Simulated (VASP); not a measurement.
Data:

```
Br
1.0
    2.28883    -3.40770     0.00000
    2.28883     3.40770     0.00000
    0.00000     0.00000     8.91010
Br
4
Direct
  0.86100   0.86100   0.88900
  0.63900   0.63900   0.38900
  0.36100   0.36100   0.61100
  0.13900   0.13900   0.11100
```

Computed with PBE GGA, VASP's PBE PAW potentials (set 64) (plane waves; VASP). Settings: 300 eV cut-off, 5×5×2 Γ-centred mesh, Fermi-Dirac smearing of 0.020 eV, potentials Br.

Q: Which forces act on the atoms, in eV/Å?

A: 
```tsv
atom	Fx	Fy	Fz
Br1	0.038	0.000	-0.148
Br2	-0.038	0.000	-0.148
Br3	0.038	0.000	0.148
Br4	-0.038	0.000	0.148
```

Q: Give the stress tensor in GPa (positive for a compressed cell).

A: 
```
-0.31   0.00   0.00
 0.00   1.09   0.00
 0.00   0.00  -0.69
```
The pressure is its mean diagonal, 0.03 GPa.

The structure is a typed Br crystal. The cell was not relaxed at this level.
